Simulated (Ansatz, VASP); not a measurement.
## AgSn2SeI3 in VASP and in Ansatz

```
CELL_PARAMETERS angstrom
4.62680 2.67128 4.02823
-4.62680 2.67128 4.02823
0.00000 -5.34257 4.02823
ATOMIC_POSITIONS crystal
Ag 0.50000 0.50000 0.50000
Sn 0.78808 0.78808 0.78808
Sn 0.21192 0.21192 0.21192
Se 0.00000 0.00000 0.00000
I 0.50000 0.50000 0.00000
I 0.00000 0.50000 0.50000
I 0.50000 0.00000 0.50000
```

Change from the starting cell: species swapped into the InRh3PbS2 type (R-3m, No. 166).

Alike in both runs: functional PBE; k mesh 2 × 2 × 2; occupations gaussian, width 0.15 eV; no spin polarisation.

Ansatz relaxed the structure, and its values are those at the end. VASP's run is a single point on that final structure, the one shown.

|  | VASP | Ansatz |
| --- | --- | --- |
| version | VASP 6.6.1 | Ansatz 0.2.0 |
| potentials or method | VASP PAW PBE potentials, release 64 (Ag, Sn_d, Se, I) | scalar-relativistic, plane waves, PAW |
| plane-wave cutoff (eV) | 520 | 420 |
| valence electrons in the cell | 66 | 114 |

|  | VASP | Ansatz | Ansatz less VASP |
| --- | --- | --- | --- |
| gap on the k mesh at the Fermi level (eV) | none | none | - |
| pressure (GPa) | 0.0 | 0.0 | +0.02 |
| rms of the force components (eV/Å) | 0.015 | 0.012 | -0.0032 |

A gap of «none» marks a metal or a gap that the smearing closes. The two sets of potentials don't hold the same shells in valence.

Caveats: the k mesh is coarse (spacing up to 0.47 Å⁻¹), so the values aren't converged. The runs have no spin-orbit coupling, so splittings on I are missing.
